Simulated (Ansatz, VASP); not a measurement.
# LaTa in two plane-wave programs

Aim: how closely do two programs agree when they are given the same cell, functional and k mesh? The cell is invented: As first built, before any earlier steps moved the atoms (in the runner's words): it takes the YZr structure with all of its atoms replaced by other elements, volume scaled by an estimate. It may not be a known or stable phase. The cell is taken from a series of VASP runs on this material, whose earlier steps may have relaxed, scaled or displaced it; both programs get it as it stands.

Calculated with Ansatz 0.2.0; plane waves, with VASP 6.6.1 beside it; relaxation of cell and atoms at PBEsol.

### Step 1. The structure

The structure is hexagonal, space group P-6m2 (No. 187). Conventional cell: a = 3.121 Å, b = 3.121 Å, c = 5.441 Å, α = 90.00°, β = 90.00°, γ = 120.00°. Ta has 6 Ta at 3.12 Å and 6 La at 3.26 Å nearest. Nearest to La lie 6 La at 3.12 Å and 6 Ta at 3.26 Å. As first built, before any earlier steps moved the atoms (in the runner's words): sites of the YZr structure (space group 187) filled with other elements, volume scaled by an estimate. Farther neighbours are not listed.

### Step 2. VASP: relaxation of cell and atoms, PBEsol

The relaxed volume is the usual yardstick between codes: its relative difference is about their pressure difference at one cell divided by the bulk modulus.

Lines of VASP's logs that name or quote its potential files are left out, and so is its time.

INCAR reads:

```
SYSTEM = LaTa
PREC = Accurate
ENCUT = 350
EDIFF = 1E-08
NELM = 120
ISMEAR = 1
SIGMA = 0.2
LREAL = .FALSE.
ALGO = Fast
GGA = PS
NBANDS = 14
LORBIT = 11
LWAVE = .FALSE.
LCHARG = .FALSE.
KPAR = 4
IBRION = 1
NSW = 30
ISIF = 3
EDIFFG = -0.002
POTIM = 0.4
```

POSCAR reads:

```
LaTa
1.0
    3.1212232250     -0.0000000533      0.0000000000
   -1.5606112062      2.7030587595      0.0000000000
    0.0000000000      0.0000000000      5.4411001379
Ta La
1 1
Direct
    0.3333333300      0.6666666700      0.0000000000
    0.6666666700      0.3333333300      0.5000000000
```

KPOINTS reads:

```
Automatic mesh
0
Gamma
12 12 6
0 0 0
```

Potentials, in the order of the species: Ta and La (PBE family, release 64).

Run with:

```sh
$ mpirun -np 4 vasp_std
```

Numbers of over 12 decimals in the logs are rounded to 6 here.

Log:

```text
[banner, memory and clock lines left out]
running    4 mpi-ranks, on    1 nodes
 distrk:  each k-point on    1 cores,    4 groups
 distr:  one band on    1 cores,    1 groups

 POSCAR found type information on POSCAR TaLa
 POSCAR found :  2 types and       2 ions
|                                                                             |
|               ----> ADVICE to this user running VASP <----                  |
|                                                                             |
|     You enforced a specific xc type in the INCAR file but a different       |
|     [... a line on the potential file left out ...]
|     I HOPE YOU KNOW WHAT YOU ARE DOING!                                     |
|                                                                             |

 LDA part: xc-table for (Slater+PW92), standard interpolation
 POSCAR, INCAR and KPOINTS ok, starting setup
 FFT: planning ... GRIDC
 FFT: planning ... GRID_SOFT
 FFT: planning ... GRID
 WAVECAR not read
 entering main loop
       N       E                     dE             d eps       ncg     rms          rms(c)
DAV:   1     0.994706327332E+02    0.99471E+02   -0.48616E+03  2184   0.119E+03
DAV:   2    -0.846914703347E+01   -0.10794E+03   -0.10303E+03  2576   0.213E+02
DAV:   3    -0.193238775470E+02   -0.10855E+02   -0.10167E+02  3376   0.823E+01
DAV:   4    -0.202300238939E+02   -0.90615E+00   -0.79022E+00  3922   0.171E+01
DAV:   5    -0.203041845629E+02   -0.74161E-01   -0.72302E-01  3538   0.475E+00    0.121E+01
RMM:   6    -0.161908689814E+02    0.41133E+01   -0.22554E+01  2461   0.657E+01    0.702E+00
RMM:   7    -0.179659883387E+02   -0.17751E+01   -0.22409E+01  2808   0.176E+01    0.365E+00
RMM:   8    -0.167887278443E+02    0.11773E+01   -0.38807E+00  2749   0.162E+01    0.359E+00
RMM:   9    -0.166296719525E+02    0.15906E+00   -0.59998E-01  2777   0.575E+00    0.826E-01
RMM:  10    -0.166457597596E+02   -0.16088E-01   -0.40731E-01  2797   0.481E+00    0.659E-01
RMM:  11    -0.166580989459E+02   -0.12339E-01   -0.13039E-01  3055   0.141E+00    0.777E-01
RMM:  12    -0.166341645293E+02    0.23934E-01   -0.30265E-02  2854   0.117E+00    0.478E-01
RMM:  13    -0.167027568045E+02   -0.68592E-01   -0.10542E-01  2884   0.224E+00    0.122E+00
RMM:  14    -0.166698090133E+02    0.32948E-01   -0.20445E-02  2861   0.996E-01    0.113E+00
[...]
RMM:  34    -0.166289372793E+02   -0.59723E-05   -0.26252E-05  2661   0.191E-02    0.411E-02
RMM:  35    -0.166289358194E+02    0.14599E-05   -0.20704E-05  2437   0.154E-02    0.401E-02
RMM:  36    -0.166289310539E+02    0.47656E-05   -0.13572E-05  2604   0.145E-02    0.381E-02
RMM:  37    -0.166289209464E+02    0.10107E-04   -0.11553E-05  3061   0.183E-02    0.330E-02
RMM:  38    -0.166289098977E+02    0.11049E-04   -0.15074E-05  3125   0.237E-02    0.242E-02
RMM:  39    -0.166288982942E+02    0.11603E-04   -0.20923E-05  3136   0.300E-02    0.128E-02
RMM:  40    -0.166288967406E+02    0.15536E-05   -0.99985E-06  3042   0.163E-02    0.876E-03
RMM:  41    -0.166288969578E+02   -0.21725E-06   -0.34096E-06  2581   0.825E-03    0.843E-03
[...]
RMM:   4    -0.166320780150E+02    0.16872E-02   -0.93183E-03  2869   0.938E-01    0.681E-02
RMM:   5    -0.166322417609E+02   -0.16375E-03   -0.19426E-03  3026   0.301E-01    0.474E-02
RMM:   6    -0.166323143092E+02   -0.72548E-04   -0.62373E-04  3146   0.136E-01    0.216E-02
RMM:   7    -0.166323464026E+02   -0.32093E-04   -0.26206E-04  3236   0.838E-02    0.182E-02
RMM:   8    -0.166323718254E+02   -0.25423E-04   -0.21266E-04  3059   0.864E-02    0.638E-03
RMM:   9    -0.166323822584E+02   -0.10433E-04   -0.10334E-04  3206   0.503E-02    0.474E-03
RMM:  10    -0.166323904952E+02   -0.82367E-05   -0.81879E-05  3209   0.368E-02    0.775E-03
RMM:  11    -0.166323951483E+02   -0.46531E-05   -0.48935E-05  3128   0.317E-02    0.124E-02
RMM:  12    -0.166323991741E+02   -0.40258E-05   -0.39656E-05  3048   0.245E-02    0.136E-02
RMM:  13    -0.166324020960E+02   -0.29219E-05   -0.26197E-05  2945   0.224E-02    0.128E-02
RMM:  14    -0.166324033711E+02   -0.12752E-05   -0.20087E-05  3019   0.218E-02    0.188E-02
RMM:  15    -0.166324046140E+02   -0.12429E-05   -0.14131E-05  2947   0.158E-02    0.203E-02
RMM:  16    -0.166324054407E+02   -0.82668E-06   -0.10313E-05  2827   0.137E-02    0.219E-02
 num prob  num prob RMM:  17    -0.166324060647E+02   -0.62402E-06   -0.76450E-06  2742   0.115E-02    0.227E-02
RMM:  18    -0.166324089462E+02   -0.28815E-05   -0.10390E-05  2988   0.213E-02    0.147E-02
RMM:  19    -0.166324102643E+02   -0.13181E-05   -0.71046E-06  3082   0.170E-02    0.108E-02
RMM:  20    -0.166324105413E+02   -0.27700E-06   -0.40687E-06  2879   0.979E-03    0.133E-02
 num prob RMM:  21    -0.166324108922E+02   -0.35085E-06   -0.30912E-06  2636   0.759E-03    0.137E-02
 num prob RMM:  22    -0.166324111369E+02   -0.24473E-06   -0.22183E-06  2439   0.643E-03    0.140E-02
 num prob  num prob RMM:  23    -0.166324113289E+02   -0.19203E-06   -0.17294E-06  2375   0.552E-03    0.143E-02
RMM:  24    -0.166324113820E+02   -0.53101E-07   -0.12404E-06  2350   0.497E-03    0.152E-02
RMM:  25    -0.166324116047E+02   -0.22271E-06   -0.11070E-06  2456   0.528E-03    0.139E-02
WARNING in EDDRMM: call to ZHEGV failed, returncode =   8  4      1
[...]
RMM:  35    -0.166324134197E+02   -0.11725E-06   -0.22749E-07  2575   0.352E-03    0.663E-03
RMM:  36    -0.166324135755E+02   -0.15589E-06   -0.37920E-07  2880   0.508E-03    0.494E-03
WARNING in EDDRMM: call to ZHEGV failed, returncode =   8  4      1
WARNING in EDDRMM: call to ZHEGV failed, returncode =   8  4      1
WARNING in EDDRMM: call to ZHEGV failed, returncode =   8  4      1
RMM:  37    -0.166324136700E+02   -0.94489E-07   -0.23873E-07  2559   0.392E-03    0.407E-03
RMM:  38    -0.166324137469E+02   -0.76834E-07   -0.25233E-07  2565   0.379E-03    0.302E-03
RMM:  39    -0.166324137953E+02   -0.48472E-07   -0.14205E-07  2392   0.300E-03    0.258E-03
RMM:  40    -0.166324138270E+02   -0.31668E-07   -0.12892E-07  2178   0.294E-03    0.207E-03
 num prob RMM:  41    -0.166324138488E+02   -0.21773E-07   -0.82827E-08  1924   0.254E-03    0.194E-03
RMM:  42    -0.166324138628E+02   -0.14058E-07   -0.79670E-08  1859   0.257E-03    0.162E-03
RMM:  43    -0.166324138689E+02   -0.60656E-08   -0.71083E-08  1933   0.269E-03
   2 F= -.16632414E+02 E0= -.16633006E+02  d E =-.351803E-02
 BRION: g(F)=  0.739E-44 g(S)=  0.117E-02 retain N=  1 mean eig= 0.77
 eig:   0.771
 bond charge predicted
       N       E                     dE             d eps       ncg     rms          rms(c)
DAV:   1    -0.166368174373E+02   -0.44036E-02   -0.88141E-02  3734   0.479E+00    0.314E-01
RMM:   2    -0.166369782429E+02   -0.16081E-03   -0.16117E-02  2644   0.148E+00    0.303E-01
RMM:   3    -0.166329991940E+02    0.39790E-02   -0.28283E-03  2577   0.608E-01    0.823E-02
RMM:   4    -0.166328991024E+02    0.10009E-03   -0.19273E-03  2824   0.331E-01    0.311E-02
RMM:   5    -0.166329122661E+02   -0.13164E-04   -0.28053E-04  2987   0.894E-02    0.148E-02
RMM:   6    -0.166329182457E+02   -0.59795E-05   -0.72888E-05  3075   0.479E-02    0.666E-03
RMM:   7    -0.166329208996E+02   -0.26540E-05   -0.26212E-05  3204   0.265E-02    0.323E-03
RMM:   8    -0.166329223975E+02   -0.14978E-05   -0.14821E-05  3212   0.181E-02    0.212E-03
RMM:   9    -0.166329230291E+02   -0.63166E-06   -0.78993E-06  3073   0.151E-02    0.920E-04
RMM:  10    -0.166329235441E+02   -0.51498E-06   -0.56427E-06  2929   0.957E-03    0.907E-04
RMM:  11    -0.166329238630E+02   -0.31890E-06   -0.35081E-06  2744   0.770E-03    0.904E-04
RMM:  12    -0.166329239524E+02   -0.89397E-07   -0.25752E-06  2616   0.667E-03    0.250E-03
RMM:  13    -0.166329242769E+02   -0.32446E-06   -0.18893E-06  2538   0.599E-03    0.149E-03
 num prob RMM:  14    -0.166329244638E+02   -0.18695E-06   -0.14834E-06  2517   0.525E-03    0.113E-03
WARNING in EDDRMM: call to ZHEGV failed, returncode =   8  4      4
RMM:  15    -0.166329245539E+02   -0.90112E-07   -0.10381E-06  2345   0.458E-03    0.120E-03
 num prob  num prob  num prob RMM:  16    -0.166329245836E+02   -0.29650E-07   -0.79895E-07  2254   0.380E-03    0.158E-03
RMM:  17    -0.166329247296E+02   -0.14603E-06   -0.64850E-07  2371   0.406E-03    0.867E-04
RMM:  18    -0.166329247935E+02   -0.63878E-07   -0.50803E-07  2264   0.354E-03    0.620E-04
 num prob RMM:  19    -0.166329248266E+02   -0.33151E-07   -0.36703E-07  2147   0.330E-03    0.529E-04
 num prob RMM:  20    -0.166329248528E+02   -0.26193E-07   -0.29775E-07  2092   0.299E-03    0.478E-04
 num prob  num prob RMM:  21    -0.166329248691E+02   -0.16230E-07   -0.21383E-07  2048   0.283E-03    0.471E-04
 num prob  num prob  num prob RMM:  22    -0.166329248744E+02   -0.53903E-08   -0.16772E-07  1967   0.247E-03    0.580E-04
WARNING in EDDRMM: call to ZHEGV failed, returncode =   8  4      1
RMM:  23    -0.166329249070E+02   -0.32540E-07   -0.14092E-07  1969   0.265E-03    0.292E-04
 num prob  num prob  num prob  num prob RMM:  24    -0.166329249171E+02   -0.10071E-07   -0.11293E-07  1895   0.252E-03    0.241E-04
WARNING in EDDRMM: call to ZHEGV failed, returncode =   8  4      1
 num prob RMM:  25    -0.166329249303E+02   -0.13287E-07   -0.91229E-08  1896   0.251E-03    0.213E-04
 num prob  num prob  num prob  num prob RMM:  26    -0.166329249349E+02   -0.45554E-08   -0.76600E-08  1863   0.231E-03
   3 F= -.16632925E+02 E0= -.16633527E+02  d E =-.511066E-03
 BRION: g(F)=  0.138E-43 g(S)=  0.159E-03 retain N=  2 mean eig= 1.06
 eig:   1.056  1.056
 bond charge predicted
       N       E                     dE             d eps       ncg     rms          rms(c)
DAV:   1    -0.166343645210E+02   -0.14396E-02   -0.37866E-02  3416   0.373E+00    0.175E-01
RMM:   2    -0.166342866055E+02    0.77915E-04   -0.43215E-03  2715   0.714E-01    0.155E-01
RMM:   3    -0.166330958189E+02    0.11908E-02   -0.85066E-04  2646   0.347E-01    0.449E-02
RMM:   4    -0.166330333048E+02    0.62514E-04   -0.54357E-04  2757   0.208E-01    0.173E-02
RMM:   5    -0.166330376194E+02   -0.43146E-05   -0.97052E-05  3012   0.660E-02    0.122E-02
RMM:   6    -0.166330391893E+02   -0.15698E-05   -0.19397E-05  2997   0.329E-02    0.550E-03
RMM:   7    -0.166330402280E+02   -0.10387E-05   -0.63115E-06  3156   0.140E-02    0.156E-03
RMM:   8    -0.166330404912E+02   -0.26327E-06   -0.37767E-06  3024   0.110E-02    0.121E-03
RMM:   9    -0.166330406900E+02   -0.19880E-06   -0.19895E-06  2886   0.655E-03    0.799E-04
RMM:  10    -0.166330408546E+02   -0.16462E-06   -0.14217E-06  2637   0.586E-03    0.252E-04
RMM:  11    -0.166330409407E+02   -0.86023E-07   -0.78381E-07  2394   0.474E-03    0.350E-04
WARNING in EDDRMM: call to ZHEGV failed, returncode =   6  3      5
 num prob RMM:  12    -0.166330410092E+02   -0.68581E-07   -0.64976E-07  2300   0.408E-03    0.592E-04
RMM:  13    -0.166330410545E+02   -0.45282E-07   -0.41590E-07  2234   0.350E-03    0.667E-04
WARNING in EDDRMM: call to ZHEGV failed, returncode =   8  4      9
RMM:  14    -0.166330410920E+02   -0.37505E-07   -0.34218E-07  2161   0.314E-03    0.801E-04
 num prob  num prob RMM:  15    -0.166330411185E+02   -0.26475E-07   -0.22918E-07  2118   0.284E-03    0.824E-04
 num prob  num prob RMM:  16    -0.166330411383E+02   -0.19776E-07   -0.18339E-07  2093   0.261E-03    0.767E-04
 num prob  num prob  num prob RMM:  17    -0.166330411523E+02   -0.13980E-07   -0.11894E-07  2053   0.248E-03    0.706E-04
 num prob RMM:  18    -0.166330411649E+02   -0.12624E-07   -0.10286E-07  2007   0.239E-03    0.607E-04
RMM:  19    -0.166330411704E+02   -0.55163E-08   -0.85316E-08  2002   0.261E-03
   4 F= -.16633041E+02 E0= -.16633608E+02  d E =-.116236E-03
 BRION: g(F)=  0.789E-43 g(S)=  0.433E-06 retain N=  2 mean eig= 1.47
 eig:   1.039  1.896
 reached required accuracy - stopping structural energy minimisation
```

Parts of OUTCAR (step 2):

```text
ion  position               nearest neighbor table
   1  0.333  0.667  0.000-   2 3.26   2 3.26   2 3.26   2 3.26   2 3.26   2 3.26
   2  0.667  0.333  0.500-   1 3.26   1 3.26   1 3.26   1 3.26   1 3.26   1 3.26

  LATTYP: Found a hexagonal cell.
 ALAT       =     3.1212232250
 C/A-ratio  =     1.7432588910

 Subroutine GETGRP returns: Found 12 space group operations
 (whereof 12 operations were pure point group operations)

The static configuration has the point symmetry D_3h.

 Found     76 irreducible k-points:

   k-points           NKPTS =     76   k-points in BZ     NKDIM =     76   number of bands    NBANDS=     14

   dimension x,y,z NGX =    20 NGY =   20 NGZ =   36
   dimension x,y,z NGXF=    40 NGYF=   40 NGZF=   72

   ENCUT  =  350.0 eV  25.72 Ry    5.07 a.u.   4.76  4.76  8.30*2*pi/ulx,y,z

   NELECT =      16.0000    total number of electrons

 k-points in reciprocal lattice and weights: Automatic mesh
   0.00000000  0.00000000  0.00000000       0.001
   0.08333333  0.00000000  0.00000000       0.007
   0.16666667 -0.00000000  0.00000000       0.007
   0.25000000 -0.00000000  0.00000000       0.007
   0.33333333 -0.00000000  0.00000000       0.007
   0.41666667 -0.00000000  0.00000000       0.007
   0.50000000 -0.00000000  0.00000000       0.003
   0.08333333  0.08333333  0.00000000       0.007
   0.16666667  0.08333333  0.00000000       0.014
[...]
0.33333333  0.25000000  0.50000000       0.014
   0.33333333  0.33333333  0.50000000       0.002

 average (electrostatic) potential at core
       1 -32.4817       2 -93.9169

 E-fermi :   8.9020

 k-point     1 :       0.0000    0.0000    0.0000
  band No.  band energies     occupation
    ...
      2      -7.4532      2.00000
      3      -4.8332      2.00000
      4      -4.8332      2.00000
      5       2.6363      2.00000
      6       7.0574      2.00000
      7       9.1161     -0.06200
      8       9.5229     -0.00010
      9       9.5229     -0.00010
     10      10.5616     -0.00000
     11      11.0438     -0.00000
    ...

 k-point     2 :       0.0833    0.0000    0.0000
  band No.  band energies     occupation
    ...
      2      -7.3990      2.00000
      3      -5.2222      2.00000
      4      -4.9161      2.00000
      5       2.8624      2.00000
      6       7.3120      2.00000
      7       9.0602      0.02441
      8       9.5296     -0.00008
      9       9.7162     -0.00000
     10      10.1972     -0.00000
     11      10.4789     -0.00000
    ...

 k-point     3 :       0.1667   -0.0000    0.0000
  band No.  band energies     occupation
    ...
      3      -6.1826      2.00000
      4      -5.1344      2.00000
      5       3.4925      2.00000
      6       7.5858      2.00000
      7       8.7317      2.00409
      8       9.3713     -0.00447
      9       9.4307     -0.00119
     10      10.2736     -0.00000
     11      10.4831     -0.00000
     12      10.6213     -0.00000
    ...

  Total        0.0029433      0.0029433      0.0022566      0.0000000     -0.0000000      0.0000000
  in kB        0.1036389      0.1036390      0.0794577      0.0000000     -0.0000000      0.0000000
  external PRESSURE =       0.0955785 kB  Pullay stress =       0.0000000 kB

  energy-cutoff  :      350.00
  volume of cell :       45.50
      direct lattice vectors                 reciprocal lattice vectors
     3.094376568 -0.000000056  0.000000000     0.323166877  0.186580424  0.000000000
    -1.547187884  2.679808871  0.000000000     0.000000007  0.373160945  0.000000000
    -0.000000000 -0.000000000  5.487114721    -0.000000000 -0.000000000  0.182245142

 POSITION                                       TOTAL-FORCE (eV/Angst)
 -----------------------------------------------------------------------------------
      0.00000      1.78654      0.00000         0.000000     -0.000000     -0.000000
      1.54719      0.89327      2.74356        -0.000000      0.000000      0.000000
 -----------------------------------------------------------------------------------
    total drift:                               -0.000018      0.000010      0.000000

  FREE ENERGIE OF THE ION-ELECTRON SYSTEM (eV)
  ---------------------------------------------------
  free  energy   TOTEN  =       -16.6330411704 eV

  energy  without entropy=      -16.6347406761  energy(sigma->0) =      -16.63360767

 reached required accuracy - stopping structural energy minimisation

 total charge
# of ion       s       p       d       f       tot
--------------------------------------------------
    1        0.680   0.511   3.053   0.000   4.244
    2        2.086   5.488   1.274   0.242   9.089
--------------------------------------------------
tot          2.766   5.999   4.327   0.242  13.333

[... 3 further parts left out ...]
```

CONTCAR:

```
LaTa
   1.00000000000000
     3.0943765681849045   -0.0000000564107937    0.0000000000000000
    -1.5471878843782272    2.6798088709198389    0.0000000000000000
    -0.0000000000000000   -0.0000000000000000    5.4871147213363507
  Ta              La
     1     1
Direct
     0.3333333300000021    0.6666666699999979    0.0000000000000000
     0.6666666699999979    0.3333333300000021    0.5000000000000000
```

The data set Ta keeps the semicore shell frozen, which is cheaper and a little less accurate. The run keeps the 12 symmetry operations of its start, so it cannot find a distortion of lower symmetry.

(Part 1 of 2 ends here.)

[Lines on the potential files, build, host, timing and source positions are cut from VASP's logs without a mark.]

[Logs are printed without paths, hosts, clocks, repeated set-up lines and the standing remarks that a program may print on its own settings, such as how far it seeks lower states.]

[Hosts, paths, dates, database ids (printed as entryN), source tags and the programs' standing remarks are cut or masked in the printed files.]
